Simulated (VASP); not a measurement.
Consider the following.

```xyz
2
Lattice="0.0000 2.3173 2.3173 2.3173 0.0000 2.3173 2.3173 2.3173 0.0000" Properties=species:S:1:pos:R:3 pbc="T T T"
Hf     0.0000     0.0000     0.0000
C      2.3173     2.3173     2.3173
```

These are r2SCAN meta-GGA, VASP's PBE PAW potentials (set 64) (plane waves; VASP) values and carry that method's errors. Numerical set-up: 520 eV cut-off, 15×15×15 Γ-centred mesh, tetrahedra with Blöchl corrections, potentials Hf_pv C.

Question: Give the energies of bands 5 to 10 at the high-symmetry points, in eV from the Fermi level.

Answer: 
| band | Γ | X | U | L | W |
|---|---|---|---|---|---|
| 5 | 0.98 | -2.83 | -3.67 | -6.39 | -3.19 |
| 6 | 0.98 | -1.68 | -2.93 | -3.21 | -2.87 |
| 7 | 0.98 | -0.20 | -1.82 | -3.21 | -2.87 |
| 8 | 1.61 | -0.20 | 1.78 | 5.68 | 3.97 |
| 9 | 1.61 | 5.49 | 6.16 | 5.68 | 3.97 |
| 10 | 1.61 | 7.12 | 6.59 | 6.24 | 7.14 |

It has no gap at this level: it comes out as a metal or semimetal.

The compound is HfC in the rock salt structure. It was relaxed first.
